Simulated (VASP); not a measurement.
Set up this calculation in VASP 6.6.1, as the native input.

```
Task                   : band structure
Functional             : r2SCAN
Dispersion             : rVV10
Potentials or basis    : VASP PAW PBE potentials, release 64 (Mg, S)
Cutoff                 : 520 eV
k mesh                 : 10 × 10 × 10
Occupations            : gaussian, width 0.02 eV
Spin                   : no spin polarisation
Further INCAR settings : ALGO = Normal; EDIFF = 1e-06; NBANDS = 11
```

The structure of MgS lies in POSCAR:

```
MgS                                     
1.0
   -0.0000000000      2.5903437999      2.5903437999
    2.5903437999      0.0000000000      2.5903437999
    2.5903437999      2.5903437999     -0.0000000000
  Mg              S             
     1     1
Direct
     0.0000000000000000    0.0000000000000000    0.0000000000000000
     0.5000000000000000    0.5000000000000000    0.5000000000000000
```

The cell was built by a generator and needn't be a form met in nature.

The input as run:

INCAR

```
PREC = Accurate
ENCUT = 520
EDIFF = 1E-6
ISMEAR = 0
SIGMA = 0.02
LREAL = False
LASPH = True
NELM = 100
ALGO = Normal
ISIF = 2
LWAVE = False
LCHARG = False
METAGGA = R2SCAN
LMIXTAU = True
LUSE_VDW = True
IVDW_NL = 2
BPARAM = 11.95
CPARAM = 0.0093
NBANDS = 11
KPAR = 4
```

KPOINTS

```
Automatic mesh
0
Gamma
  10 10 10
```

KPOINTS_OPT

```
path GXWKGLUWLK,UX
15
line-mode
reciprocal
 0.0000000000  0.0000000000  0.0000000000  G
 0.5000000000  0.0000000000  0.5000000000  X

 0.5000000000  0.0000000000  0.5000000000  X
 0.5000000000  0.2500000000  0.7500000000  W

 0.5000000000  0.2500000000  0.7500000000  W
 0.3750000000  0.3750000000  0.7500000000  K

 0.3750000000  0.3750000000  0.7500000000  K
 0.0000000000  0.0000000000  0.0000000000  G

 0.0000000000  0.0000000000  0.0000000000  G
 0.5000000000  0.5000000000  0.5000000000  L

 0.5000000000  0.5000000000  0.5000000000  L
 0.6250000000  0.2500000000  0.6250000000  U

 0.6250000000  0.2500000000  0.6250000000  U
 0.5000000000  0.2500000000  0.7500000000  W

 0.5000000000  0.2500000000  0.7500000000  W
 0.5000000000  0.5000000000  0.5000000000  L

 0.5000000000  0.5000000000  0.5000000000  L
 0.3750000000  0.3750000000  0.7500000000  K

 0.6250000000  0.2500000000  0.6250000000  U
 0.5000000000  0.0000000000  0.5000000000  X
```

Potentials or basis: VASP PAW PBE potentials, release 64 (Mg, S).

Launch:

```bash
$ cat potpaw_PBE.64/Mg/POTCAR potpaw_PBE.64/S/POTCAR > POTCAR
$ mpirun -np 4 vasp_std > vasp.out
```

It gave:

```yaml
Pressure: 0.1 GPa
Band_gap_on_the_k_mesh: 3.44 eV, indirect (least direct gap 4.69 eV)
Band_gap_along_the_path: 3.44 eV, indirect (least direct gap 4.69 eV)
```

Caveat: the PAW data sets were made with another functional, which shifts forces and pressure a little.

It took 46 s on 4 MPI ranks on AMD EPYC 9R45 96-Core Processor (Zen 5) (shared host), peak memory 0.25 GiB a rank.
